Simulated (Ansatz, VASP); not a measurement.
## Al5C3 in VASP and in Ansatz

```
CELL_PARAMETERS angstrom
-3.17140 3.17140 3.17140
3.17140 -3.17140 3.17140
3.17140 3.17140 -3.17140
ATOMIC_POSITIONS crystal
Al 0.37578 0.37578 0.37578
Al 0.00000 0.00000 0.62422
Al 0.00000 0.62422 0.00000
Al 0.62422 0.00000 0.00000
Al 0.00000 0.00000 0.00000
C 0.00000 0.50000 0.50000
C 0.50000 0.00000 0.50000
C 0.50000 0.50000 0.00000
```

Alike in both runs: task single point; functional PBE; k mesh 4 × 4 × 4; occupations gaussian, width 0.1 eV; collinear spin.

|  | VASP | Ansatz |
| --- | --- | --- |
| version | VASP 6.6.1 | Ansatz 0.2.0 |
| potentials or method | VASP PAW PBE potentials, release 64 (Al, C) | scalar-relativistic, plane waves, PAW |
| plane-wave cutoff (eV) | 520 | 420 |
| valence electrons in the cell | 27 | 27 |

Ansatz gave:

| Item | Value |
| --- | --- |
| gap on the k mesh at the Fermi level (eV) | none |
| pressure (GPa) | 2.6 |
| rms of the force components (eV/Å) | 2.825 |
| net moment per atom (μB) | 0.00 |

Question: What did VASP give for the same quantities?

Answer: gap on the k mesh at the Fermi level (eV): none; pressure (GPa): 2.6; rms of the force components (eV/Å): 2.833; net moment per atom (μB): 0.00.

Atom by atom the forces differ by 0.007 eV/Å (rms over components). A gap of «none» marks a metal or a gap that the smearing closes. Ansatz warned: «seeded_moment_not_kept».

Caveats: forces of over 1 eV/Å show positions far from the minimum, so gaps and moduli don't describe the material at rest.
